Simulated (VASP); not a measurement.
These are PBE GGA, VASP's PBE PAW potentials (set 64) (plane waves; VASP) values and carry that method's errors.

Input for VASP

File KPOINTS:
```
Regular mesh
0
gamma
  10 10 4
0 0 0
```

**INCAR**
```
SYSTEM = C
EDIFF = 1E-6
LREAL = .FALSE.
NELM = 100   # most electronic steps
PSTRESS = 100   # kbar
LWAVE = .FALSE.
ISMEAR = 0
PREC = Accurate
IBRION = 2
EDIFFG = -0.02   # ionic stop
NSW = 40   # most ionic steps
GGA = PE   # PBE
ISIF = 3
ENCUT = 620   # plane-wave cut-off (eV)
LASPH = .TRUE.
SIGMA = 0.05
LCHARG = .FALSE.
ALGO = Normal
```

### POSCAR
```
C
1.0
  1.2235967989  -2.1193309664   0.0000000000
  1.2235967989   2.1193309664   0.0000000000
  0.0000000000   0.0000000000   6.0918673183
C
4
Cart
  0.0000000000   0.0000000000   1.5229668296
  0.0000000000   0.0000000000   4.5689004887
  1.2235967989   0.7064450684   1.5229668296
  1.2235967989  -0.7064450684   4.5689004887
```

POTCAR, in this order: C (PBE.64 set). Program: vasp_std.

Output

### OSZICAR
```
       N       E                     dE             d eps       ncg     rms          rms(c)
DAV:   1     0.538097055804E+02    0.53810E+02   -0.92666E+03  1024   0.142E+03
DAV:   2    -0.353336073507E+02   -0.89143E+02   -0.81756E+02  1428   0.250E+02
DAV:   3    -0.390994152480E+02   -0.37658E+01   -0.37385E+01  1272   0.507E+01
DAV:   4    -0.391446246903E+02   -0.45209E-01   -0.45166E-01  1236   0.636E+00
DAV:   5    -0.391455941418E+02   -0.96945E-03   -0.96933E-03  1248   0.875E-01    0.915E+00
DAV:   6    -0.372884315168E+02    0.18572E+01   -0.18177E+00  1152   0.958E+00    0.535E+00
DAV:   7    -0.367098828407E+02    0.57855E+00   -0.19258E+00  1180   0.999E+00    0.145E+00
DAV:   8    -0.367152298866E+02   -0.53470E-02   -0.50045E-02  1160   0.155E+00    0.864E-02
DAV:   9    -0.367152352836E+02   -0.53970E-05   -0.82032E-04  1260   0.249E-01    0.506E-02
DAV:  10    -0.367153600853E+02   -0.12480E-03   -0.13056E-04  1236   0.106E-01    0.218E-02
DAV:  11    -0.367153592171E+02    0.86818E-06   -0.21136E-06  1048   0.133E-02
   1 F= -.34743359E+02 E0= -.34743359E+02  d E =-.347434E+02
```

File OUTCAR:
```
------------------------ aborting loop because EDIFF is reached ----------------------------------------
  FORCE on cell =-STRESS in cart. coord.  units (eV):
  Direction    XX          YY          ZZ          XY          YZ          ZX
  --------------------------------------------------------------------------------------
  Total        1.9896538      1.9896522      1.9760261      0.0000000      0.0000000      0.0000000
  in kB      100.8952129    100.8951312    100.2041506      0.0000000      0.0000000      0.0000000
  external PRESSURE =       0.6648316 kB  Pullay stress =     100.0000000 kB
  volume of cell :       31.59
      direct lattice vectors                 reciprocal lattice vectors
     1.223596799 -2.119330966  0.000000000     0.408631340 -0.235923510  0.000000000
     1.223596799  2.119330966  0.000000000     0.408631340  0.235923510  0.000000000
     0.000000000  0.000000000  6.091867318     0.000000000  0.000000000  0.164153280
 POSITION                                       TOTAL-FORCE (eV/Angst)
 -----------------------------------------------------------------------------------
      0.00000      0.00000      1.52297        -0.000000     -0.000000      0.000000
      0.00000      0.00000      4.56890         0.000000      0.000000      0.000000
      1.22360      0.70645      1.52297         0.000000      0.000000     -0.000000
      1.22360     -0.70645      4.56890        -0.000000     -0.000000      0.000000
 -----------------------------------------------------------------------------------
    total drift:                                0.000000     -0.000000      0.000000
  FREE ENERGIE OF THE ION-ELECTRON SYSTEM (eV)
  ---------------------------------------------------
  free  energy   TOTEN  =       -36.7153592171 eV

  energy  without entropy=      -36.7153592171  energy(sigma->0) =      -36.71535922
  enthalpy is  TOTEN    =       -34.7433589701 eV   P V=        1.9720002470

 reached required accuracy - stopping structural energy minimisation
```
(Selected blocks of OUTCAR.)

Without a dispersion term in the relaxation, distances and binding between the weakly bound layers, chains or molecules are unreliable, and so is what depends on them.

The compound is C in the graphite structure. It was relaxed first under an external pressure of 10 GPa.
